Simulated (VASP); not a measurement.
# Vibrations of LaB6 at several levels of theory, part 2 of 3

Aim: the vibrations of LaB6 at the zone centre, at several levels of theory. The starting structure is a measured crystal structure from the Crystallography Open Database.

VASP 6.6.1.

Results so far: LDA A1g 1311.3 cm⁻¹.

## (3) Modes with LDA at the measured cell

Level of this step: LDA; plane waves and PAW (La, B) (VASP).

The atoms were first relaxed in the fixed cell, in a run that isn't shown.

INCAR reads:

```
SYSTEM = LaB6
PREC = Accurate
ENCUT = 450
EDIFF = 1E-08
NELM = 100
ISMEAR = 0
SIGMA = 0.05
LREAL = .FALSE.
ALGO = Normal
GGA = CA
NBANDS = 21
LASPH = .TRUE.
LORBIT = 11
LWAVE = .FALSE.
LCHARG = .FALSE.
KPAR = 8
IBRION = 6
NFREE = 2
POTIM = 0.015
NSW = 1
ISIF = 2
```

POSCAR reads:

```
LaB6
1.0
    4.1570000000      0.0000000000      0.0000000000
    0.0000000000      4.1570000000      0.0000000000
    0.0000000000      0.0000000000      4.1570000000
La B
1 6
Direct
    0.0000000000      0.0000000000      0.0000000000
    0.5000000000      0.5000000000      0.7995393482
    0.5000000000      0.5000000000      0.2004606518
    0.5000000000      0.7995393482      0.5000000000
    0.7995393482      0.5000000000      0.5000000000
    0.5000000000      0.2004606518      0.5000000000
    0.2004606518      0.5000000000      0.5000000000
```

KPOINTS reads:

```
Automatic mesh
0
Gamma
8 8 8
0 0 0
```

The projector-augmented-wave data sets are La and B (LDA family, release 64).

On the command line:

```
mpirun -np 8 vasp_std
```

The log of the run:

```text
[banner, memory and clock lines left out]
running    8 mpi-ranks, on    1 nodes
[...]
[... a notice as in an earlier step ...]

 LDA part: xc-table for (Slater(with rela. corr.)+CA(PZ))
 , standard interpolation
 POSCAR, INCAR and KPOINTS ok, starting setup
[...]
entering main loop
       N       E                     dE             d eps       ncg     rms          rms(c)
DAV:   1     0.203571343146E+03    0.20357E+03   -0.10165E+04  1502   0.155E+03
DAV:   2    -0.258431389551E+02   -0.22941E+03   -0.20916E+03  1837   0.287E+02
DAV:   3    -0.579400031054E+02   -0.32097E+02   -0.28573E+02  2132   0.141E+02
DAV:   4    -0.592339949834E+02   -0.12940E+01   -0.12881E+01  2684   0.241E+01
[...]
DAV:  17    -0.543239664105E+02    0.31687E-07   -0.22658E-06  2504   0.130E-02    0.153E-03
DAV:  18    -0.543239663268E+02    0.83711E-07   -0.44310E-07  2501   0.598E-03    0.226E-04
DAV:  19    -0.543239663282E+02   -0.13799E-08   -0.26120E-08  2224   0.108E-03
   1 F= -.54323966E+02 E0= -.54323466E+02  d E =-.100134E-02
[... from here on, the cycles between the ionic steps are left out ...]
   2 F= -.54323402E+02 E0= -.54322901E+02  d E =-.100210E-02
   3 F= -.54323402E+02 E0= -.54322901E+02  d E =-.100211E-02
   4 F= -.54322501E+02 E0= -.54322005E+02  d E =-.991420E-03
   5 F= -.54322501E+02 E0= -.54322005E+02  d E =-.991421E-03
   6 F= -.54320001E+02 E0= -.54319501E+02  d E =-.100153E-02
   7 F= -.54320028E+02 E0= -.54319538E+02  d E =-.980686E-03
 Finite differences progress:
  Degree of freedom:   3/  3
  Displacement:        2/  2
  Total:               6/  6
```

Run time: 2.3 min. Hardware: 8 MPI ranks of AMD EPYC 7R43, shared host; peak memory 3.4 GiB; 18 min of CPU time.

OUTCAR, selected parts (step 3):

```text
  Total       -3.2362564     -3.2362564     -3.1697618      0.0000000      0.0000000     -0.0000000
  in kB      -72.1794275    -72.1794275    -70.6963723      0.0000000      0.0000000     -0.0000000
  external PRESSURE =     -71.6850758 kB  Pullay stress =       0.0000000 kB

 POSITION                                       TOTAL-FORCE (eV/Angst)
 -----------------------------------------------------------------------------------
      0.00000      0.00000      0.00000         0.000000      0.000000     -0.004485
      2.07850      2.07850      3.30869         0.000000      0.000000      0.524394
      2.07850      2.07850      0.83331         0.000000      0.000000     -0.243390
      2.07850      3.32369      2.07850         0.000000      0.034604     -0.069130
      3.32369      2.07850      2.07850         0.034604      0.000000     -0.069130
      2.07850      0.83331      2.07850         0.000000     -0.034604     -0.069130
      0.83331      2.07850      2.07850        -0.034604      0.000000     -0.069130
 -----------------------------------------------------------------------------------
    total drift:                                0.000000     -0.000000      0.000043

  FREE ENERGIE OF THE ION-ELECTRON SYSTEM (eV)
  ---------------------------------------------------
  free  energy   TOTEN  =       -54.3200279755 eV

  energy  without entropy=      -54.3190472893  energy(sigma->0) =      -54.31953763

[... 1 part as in an earlier step ...]

[... 2 further parts left out ...]
[key lines of the parts left out:]
E-fermi :   8.4498
```

The last energy, forces and stress in OUTCAR belong to the last displaced cell, not to that of POSCAR.

With LDA at the measured cell the modes are at the top A1g 1234.8, Eg 1093.1 cm⁻¹, at the bottom T2u 503.2, T1u (1) 175.2 cm⁻¹, with 3 more of the listed ones between; the largest shift is -76.5 cm⁻¹, in A1g, from LDA.

## (4) Modes with PBEsol

PBEsol restores the gradient expansion of exchange and is tuned for the cells of solids. The cell comes from a relaxation at this level, not shown (70.49 Å³).

INCAR, as its differences from that of step 3:

```diff
@@ -9,3 +9,3 @@
 ALGO = Normal
-GGA = CA
+GGA = PS
 NBANDS = 21
```

POSCAR reads:

```
LaB6
1.0
    4.1309742145      0.0000000000      0.0000000000
    0.0000000000      4.1309742145      0.0000000000
    0.0000000000      0.0000000000      4.1309742145
La B
1 6
Direct
    0.0000000000      0.0000000000      0.0000000000
    0.5000000000      0.5000000000      0.8004260755
    0.5000000000      0.5000000000      0.1995739245
    0.5000000000      0.8004260755      0.5000000000
    0.8004260755      0.5000000000      0.5000000000
    0.5000000000      0.1995739245      0.5000000000
    0.1995739245      0.5000000000      0.5000000000
```

KPOINTS is that of step 3.

Potentials, in the order of the species: La and B (PBE family, release 64).

On the command line:

```
mpirun -np 8 vasp_std
```

The log of the run:

```text
[banner, memory and clock lines left out]
running    8 mpi-ranks, on    1 nodes
[...]
[... a notice as in an earlier step ...]

|                                                                             |
|               ----> ADVICE to this user running VASP <----                  |
|                                                                             |
|     You enforced a specific xc type in the INCAR file but a different       |
|     [... a line on the potential file left out ...]
|     I HOPE YOU KNOW WHAT YOU ARE DOING!                                     |
|                                                                             |

 LDA part: xc-table for (Slater+PW92), standard interpolation
 POSCAR, INCAR and KPOINTS ok, starting setup
[...]
entering main loop
       N       E                     dE             d eps       ncg     rms          rms(c)
DAV:   1     0.205148902198E+03    0.20515E+03   -0.10122E+04  1502   0.157E+03
DAV:   2    -0.198169283215E+02   -0.22497E+03   -0.20323E+03  1752   0.286E+02
DAV:   3    -0.545336074557E+02   -0.34717E+02   -0.31512E+02  2206   0.138E+02
DAV:   4    -0.558186197939E+02   -0.12850E+01   -0.12795E+01  2699   0.261E+01
[...]
DAV:  17    -0.515329553452E+02    0.11786E-06   -0.55472E-07  2616   0.576E-03    0.681E-04
DAV:  18    -0.515329553307E+02    0.14548E-07   -0.65298E-08  2554   0.194E-03    0.207E-04
DAV:  19    -0.515329553375E+02   -0.68917E-08   -0.26195E-09  1103   0.509E-04
   1 F= -.51532955E+02 E0= -.51532488E+02  d E =-.934176E-03
[... from here on, the cycles between the ionic steps are left out ...]
   2 F= -.51532310E+02 E0= -.51531842E+02  d E =-.935142E-03
   3 F= -.51532310E+02 E0= -.51531842E+02  d E =-.935141E-03
   4 F= -.51531440E+02 E0= -.51530977E+02  d E =-.926023E-03
   5 F= -.51531440E+02 E0= -.51530977E+02  d E =-.926025E-03
   6 F= -.51528635E+02 E0= -.51528167E+02  d E =-.935646E-03
   7 F= -.51528688E+02 E0= -.51528232E+02  d E =-.912375E-03
 Finite differences progress:
  Degree of freedom:   3/  3
  Displacement:        2/  2
  Total:               6/  6
```

It took 2.7 min on 8 MPI ranks; peak memory 3.5 GiB.

OUTCAR, selected parts (step 4):

```text
  Total        0.0478893      0.0478893      0.0833019      0.0000000      0.0000000      0.0000000
  in kB        1.0884076      1.0884076      1.8932500      0.0000000      0.0000000      0.0000000
  external PRESSURE =       1.3566884 kB  Pullay stress =       0.0000000 kB

 POSITION                                       TOTAL-FORCE (eV/Angst)
 -----------------------------------------------------------------------------------
      0.00000      0.00000      0.00000        -0.000000      0.000000     -0.004832
      2.06549      2.06549      3.29154        -0.000000      0.000000      0.568574
      2.06549      2.06549      0.82443        -0.000000      0.000000     -0.270790
      2.06549      3.30654      2.06549        -0.000000      0.038823     -0.073238
      3.30654      2.06549      2.06549         0.038823      0.000000     -0.073238
      2.06549      0.82443      2.06549        -0.000000     -0.038823     -0.073238
      0.82443      2.06549      2.06549        -0.038823      0.000000     -0.073238
 -----------------------------------------------------------------------------------
    total drift:                                0.000000      0.000000      0.000097

  FREE ENERGIE OF THE ION-ELECTRON SYSTEM (eV)
  ---------------------------------------------------
  free  energy   TOTEN  =       -51.5286884591 eV

  energy  without entropy=      -51.5277760841  energy(sigma->0) =      -51.52823227

[... 1 part as in an earlier step ...]

[... 2 further parts left out ...]
[key lines of the parts left out:]
E-fermi :   8.5730
```

With PBEsol the modes are at the top A1g 1296.9, Eg 1141.7 cm⁻¹, at the bottom T2u 518.4, T1u (1) 186.2 cm⁻¹, with 3 more of the listed ones between; the largest shift is -14.4 cm⁻¹, in A1g, from LDA.

## (5) Modes with PBE

PBE, the usual starting point, adds the gradient of the density. The cell comes from a relaxation at this level, not shown (71.69 Å³).

INCAR, as its differences from that of step 4:

```diff
@@ -9,3 +9,3 @@
 ALGO = Normal
-GGA = PS
+GGA = PE
 NBANDS = 21
```

POSCAR reads:

```
LaB6
1.0
    4.1542349275      0.0000000000      0.0000000000
    0.0000000000      4.1542349275      0.0000000000
    0.0000000000      0.0000000000      4.1542349275
La B
1 6
Direct
    0.0000000000      0.0000000000      0.0000000000
    0.5000000000      0.5000000000      0.8002371998
    0.5000000000      0.5000000000      0.1997628002
    0.5000000000      0.8002371998      0.5000000000
    0.8002371998      0.5000000000      0.5000000000
    0.5000000000      0.1997628002      0.5000000000
    0.1997628002      0.5000000000      0.5000000000
```

KPOINTS is that of step 4.

On the command line:

```
mpirun -np 8 vasp_std
```

The log of the run:

```text
[banner, memory and clock lines left out]
running    8 mpi-ranks, on    1 nodes
[...]
[... a notice as in an earlier step ...]

 LDA part: xc-table for (Slater+PW92), standard interpolation
 POSCAR, INCAR and KPOINTS ok, starting setup
[...]
entering main loop
       N       E                     dE             d eps       ncg     rms          rms(c)
DAV:   1     0.204679532470E+03    0.20468E+03   -0.10268E+04  1542   0.155E+03
DAV:   2    -0.219824423600E+02   -0.22666E+03   -0.20547E+03  1857   0.284E+02
DAV:   3    -0.524023923456E+02   -0.30420E+02   -0.28527E+02  2152   0.142E+02
DAV:   4    -0.534545205395E+02   -0.10521E+01   -0.10451E+01  2668   0.231E+01
[...]
DAV:  17    -0.490500463026E+02    0.11961E-06   -0.30279E-07  2599   0.490E-03    0.597E-04
DAV:  18    -0.490500463335E+02   -0.30828E-07   -0.76178E-08  2338   0.252E-03    0.856E-05
DAV:  19    -0.490500463403E+02   -0.67912E-08   -0.31200E-09  1261   0.491E-04
   1 F= -.49050046E+02 E0= -.49049546E+02  d E =-.100156E-02
[... from here on, the cycles between the ionic steps are left out ...]
   2 F= -.49049459E+02 E0= -.49048957E+02  d E =-.100253E-02
   3 F= -.49049459E+02 E0= -.49048957E+02  d E =-.100253E-02
   4 F= -.49048573E+02 E0= -.49048077E+02  d E =-.991092E-03
   5 F= -.49048573E+02 E0= -.49048077E+02  d E =-.991097E-03
   6 F= -.49045925E+02 E0= -.49045424E+02  d E =-.100352E-02
   7 F= -.49045983E+02 E0= -.49045494E+02  d E =-.977389E-03
 Finite differences progress:
  Degree of freedom:   3/  3
  Displacement:        2/  2
  Total:               6/  6
```

It took 3.2 min on 8 MPI ranks; peak memory 3.5 GiB.

OUTCAR, selected parts (step 5):

```text
  Total        0.0539362      0.0539362      0.1025565      0.0000000      0.0000000      0.0000000
  in kB        1.2053634      1.2053634      2.2919271      0.0000000      0.0000000      0.0000000
  external PRESSURE =       1.5675513 kB  Pullay stress =       0.0000000 kB

 POSITION                                       TOTAL-FORCE (eV/Angst)
 -----------------------------------------------------------------------------------
      0.00000      0.00000      0.00000         0.000000      0.000000     -0.003536
      2.07712      2.07712      3.30937         0.000000      0.000000      0.541874
      2.07712      2.07712      0.82986         0.000000      0.000000     -0.254679
      2.07712      3.32437      2.07712        -0.000000      0.036100     -0.070915
      3.32437      2.07712      2.07712         0.036100      0.000000     -0.070915
      2.07712      0.82986      2.07712        -0.000000     -0.036100     -0.070915
      0.82986      2.07712      2.07712        -0.036100      0.000000     -0.070915
 -----------------------------------------------------------------------------------
    total drift:                                0.000000     -0.000000      0.000130

  FREE ENERGIE OF THE ION-ELECTRON SYSTEM (eV)
  ---------------------------------------------------
  free  energy   TOTEN  =       -49.0459826958 eV

  energy  without entropy=      -49.0450053069  energy(sigma->0) =      -49.04549400

[... 1 part as in an earlier step ...]

[... 2 further parts left out ...]
[key lines of the parts left out:]
E-fermi :   8.5316
```

With PBE the modes are at the top A1g 1262.1, Eg 1113.3 cm⁻¹, at the bottom T2u 504.7, T1u (1) 181.1 cm⁻¹, with 3 more of the listed ones between; the largest shift is -49.2 cm⁻¹, in A1g, from LDA.

## (6) Modes with PBEsol + D3(BJ)

D3 with Becke-Johnson damping keeps a finite attraction at short range. The cell comes from a relaxation at this level, not shown (69.02 Å³).

INCAR, as its differences from that of step 5:

```diff
@@ -9,3 +9,4 @@
 ALGO = Normal
-GGA = PE
+GGA = PS
+IVDW = 12
 NBANDS = 21
```

POSCAR reads:

```
LaB6
1.0
    4.1020037060      0.0000000000      0.0000000000
    0.0000000000      4.1020037060      0.0000000000
    0.0000000000      0.0000000000      4.1020037060
La B
1 6
Direct
    0.0000000000      0.0000000000      0.0000000000
    0.5000000000      0.5000000000      0.8007087294
    0.5000000000      0.5000000000      0.1992912706
    0.5000000000      0.8007087294      0.5000000000
    0.8007087294      0.5000000000      0.5000000000
    0.5000000000      0.1992912706      0.5000000000
    0.1992912706      0.5000000000      0.5000000000
```

KPOINTS is that of step 5.

On the command line:

```
mpirun -np 8 vasp_std
```

The log of the run:

```text
[banner, memory and clock lines left out]
running    8 mpi-ranks, on    1 nodes
[...]
[... a notice as in an earlier step ...]

 [... a notice as in an earlier step ...]

 LDA part: xc-table for (Slater+PW92), standard interpolation
 POSCAR, INCAR and KPOINTS ok, starting setup
[...]
entering main loop
       N       E                     dE             d eps       ncg     rms          rms(c)
DAV:   1     0.203944979263E+03    0.20394E+03   -0.10240E+04  1534   0.155E+03
DAV:   2    -0.244577313896E+02   -0.22840E+03   -0.20955E+03  1843   0.289E+02
DAV:   3    -0.548373753834E+02   -0.30380E+02   -0.26640E+02  2216   0.133E+02
DAV:   4    -0.559537787713E+02   -0.11164E+01   -0.11113E+01  2668   0.242E+01
[...]
DAV:  18    -0.515146197137E+02    0.33028E-07   -0.13215E-07  2487   0.300E-03    0.193E-04
DAV:  19    -0.515146197301E+02   -0.16405E-07   -0.21616E-08  2192   0.154E-03    0.136E-04
DAV:  20    -0.515146197241E+02    0.59467E-08   -0.19096E-09  1085   0.674E-04
   1 F= -.53180237E+02 E0= -.53179767E+02  d E =-.940474E-03
[... from here on, the cycles between the ionic steps are left out ...]
   2 F= -.53179526E+02 E0= -.53179056E+02  d E =-.941473E-03
   3 F= -.53179526E+02 E0= -.53179056E+02  d E =-.941472E-03
   4 F= -.53178668E+02 E0= -.53178203E+02  d E =-.931569E-03
   5 F= -.53178668E+02 E0= -.53178203E+02  d E =-.931571E-03
   6 F= -.53175690E+02 E0= -.53175219E+02  d E =-.941669E-03
   7 F= -.53175727E+02 E0= -.53175269E+02  d E =-.917157E-03
 Finite differences progress:
  Degree of freedom:   3/  3
  Displacement:        2/  2
  Total:               6/  6
```

It took 3.1 min on 8 MPI ranks; peak memory 3.5 GiB; 24 min of CPU time.

OUTCAR, selected parts (step 6):

```text
 Edisp (eV)   -1.66568

 Edisp (eV)   -1.66555

  Total       0.06235     0.06235     0.08361     0.00000     0.00000    -0.00000
  in kB       1.44740     1.44740     1.94087     0.00000     0.00000    -0.00000
  external pressure =        1.61 kB  Pullay stress =        0.00 kB

 POSITION                                       TOTAL-FORCE (eV/Angst)
 -----------------------------------------------------------------------------------
      0.00000      0.00000      0.00000        -0.000000      0.000000     -0.005702
      2.05100      2.05100      3.26951         0.000000      0.000000      0.600219
      2.05100      2.05100      0.81749         0.000000      0.000000     -0.288712
      2.05100      3.28451      2.05100         0.000000      0.042445     -0.076451
      3.28451      2.05100      2.05100         0.042445      0.000000     -0.076451
      2.05100      0.81749      2.05100        -0.000000     -0.042445     -0.076451
      0.81749      2.05100      2.05100        -0.042445      0.000000     -0.076451
 -----------------------------------------------------------------------------------
    total drift:                                0.000000      0.000000      0.000073

  FREE ENERGIE OF THE ION-ELECTRON SYSTEM (eV)
  ---------------------------------------------------
  free  energy   TOTEN  =       -53.1757274839 eV

  energy  without entropy=      -53.1748103267  energy(sigma->0) =      -53.17526891

[... 1 part as in an earlier step ...]

[... 2 further parts left out ...]
[key lines of the parts left out:]
E-fermi :   8.7620
```

With PBEsol + D3(BJ) the modes are at the top A1g 1335.6, Eg 1173.1 cm⁻¹, at the bottom T2u 531.2, T1u (1) 195.5 cm⁻¹, with 3 more of the listed ones between; the largest shift is +24.3 cm⁻¹, in A1g, from LDA.

[end of part 2 of 3]

[Lines on the potential files, build, host, timing and source positions are cut from VASP's logs without a mark.]

[Logs are printed without paths, hosts, clocks, repeated set-up lines and the standing remarks that a program may print on its own settings, such as how far it seeks lower states.]

[Hosts, paths, dates, database ids (printed as entryN), source tags and the programs' standing remarks are cut or masked in the printed files.]
